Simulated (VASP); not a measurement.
```xyz
2
Lattice="0.0000 2.5800 2.5800 2.5800 0.0000 2.5800 2.5800 2.5800 0.0000" Properties=species:S:1:pos:R:3 pbc="T T T"
Sr     0.0000     0.0000     0.0000
O      2.5800     2.5800     2.5800
```

The numbers are results of G0W0 on PBE orbitals, VASP's PBE PAW potentials (set 64) (plane waves; VASP), not measurements. Numerical set-up: PREC = Normal, 500 eV cut-off, 6×6×6 Γ-centred mesh, Gaussian smearing of 0.010 eV, potentials Sr_sv_GW O_GW_new.

The mesh is coarse and the basis finite, so the quasiparticle values are not converged.

NBANDS = 128, ENCUTGW = 180 eV, NOMEGA = 64. The PBE levels (eV) that the step starts from are:

```tsv
state	KS energy	filling
k1 (0.00, 0.00, 0.00), band 5	-10.54	2
k1 (0.00, 0.00, 0.00), band 6	3.45	2
k1 (0.00, 0.00, 0.00), band 7	3.45	2
k1 (0.00, 0.00, 0.00), band 8	3.45	2
k1 (0.00, 0.00, 0.00), band 9	7.38	0
k1 (0.00, 0.00, 0.00), band 10	9.69	0
k1 (0.00, 0.00, 0.00), band 11	9.69	0
k1 (0.00, 0.00, 0.00), band 12	9.69	0
k3 (0.33, 0.00, 0.00), band 5	-9.56	2
k3 (0.33, 0.00, 0.00), band 6	1.74	2
k3 (0.33, 0.00, 0.00), band 7	2.60	2
k3 (0.33, 0.00, 0.00), band 8	2.60	2
k3 (0.33, 0.00, 0.00), band 9	9.64	0
k3 (0.33, 0.00, 0.00), band 10	10.65	0
k3 (0.33, 0.00, 0.00), band 11	11.48	0
k3 (0.33, 0.00, 0.00), band 12	11.48	0
k5 (0.17, 0.17, 0.00), band 5	-10.04	2
k5 (0.17, 0.17, 0.00), band 6	2.41	2
k5 (0.17, 0.17, 0.00), band 7	3.36	2
k5 (0.17, 0.17, 0.00), band 8	3.36	2
k5 (0.17, 0.17, 0.00), band 9	8.55	0
k5 (0.17, 0.17, 0.00), band 10	8.62	0
k5 (0.17, 0.17, 0.00), band 11	10.79	0
k5 (0.17, 0.17, 0.00), band 12	10.79	0
```

Q: Give the quasiparticle energies and renormalisation factors Z.

A: 
| state | QP energy (eV) | Z |
|---|---|---|
| k1 (0.00, 0.00, 0.00), band 5 | -12.80 | 0.79 |
| k1 (0.00, 0.00, 0.00), band 6 | 2.52 | 0.74 |
| k1 (0.00, 0.00, 0.00), band 7 | 2.52 | 0.74 |
| k1 (0.00, 0.00, 0.00), band 8 | 2.52 | 0.74 |
| k1 (0.00, 0.00, 0.00), band 9 | 7.96 | 0.83 |
| k1 (0.00, 0.00, 0.00), band 10 | 10.73 | 0.82 |
| k1 (0.00, 0.00, 0.00), band 11 | 10.73 | 0.82 |
| k1 (0.00, 0.00, 0.00), band 12 | 10.73 | 0.82 |
| k3 (0.33, 0.00, 0.00), band 5 | -11.52 | 0.75 |
| k3 (0.33, 0.00, 0.00), band 6 | 0.60 | 0.73 |
| k3 (0.33, 0.00, 0.00), band 7 | 1.59 | 0.73 |
| k3 (0.33, 0.00, 0.00), band 8 | 1.59 | 0.73 |
| k3 (0.33, 0.00, 0.00), band 9 | 10.64 | 0.80 |
| k3 (0.33, 0.00, 0.00), band 10 | 11.33 | 0.80 |
| k3 (0.33, 0.00, 0.00), band 11 | 12.71 | 0.80 |
| k3 (0.33, 0.00, 0.00), band 12 | 12.71 | 0.80 |
| k5 (0.17, 0.17, 0.00), band 5 | -12.09 | 0.76 |
| k5 (0.17, 0.17, 0.00), band 6 | 1.37 | 0.73 |
| k5 (0.17, 0.17, 0.00), band 7 | 2.40 | 0.74 |
| k5 (0.17, 0.17, 0.00), band 8 | 2.40 | 0.74 |
| k5 (0.17, 0.17, 0.00), band 9 | 9.23 | 0.82 |
| k5 (0.17, 0.17, 0.00), band 10 | 9.48 | 0.82 |
| k5 (0.17, 0.17, 0.00), band 11 | 11.94 | 0.81 |
| k5 (0.17, 0.17, 0.00), band 12 | 11.94 | 0.81 |
On the mesh the gap opens from 3.32 to 4.92 eV.

The compound is SrO in the rock salt structure. The cell was not relaxed at this level.
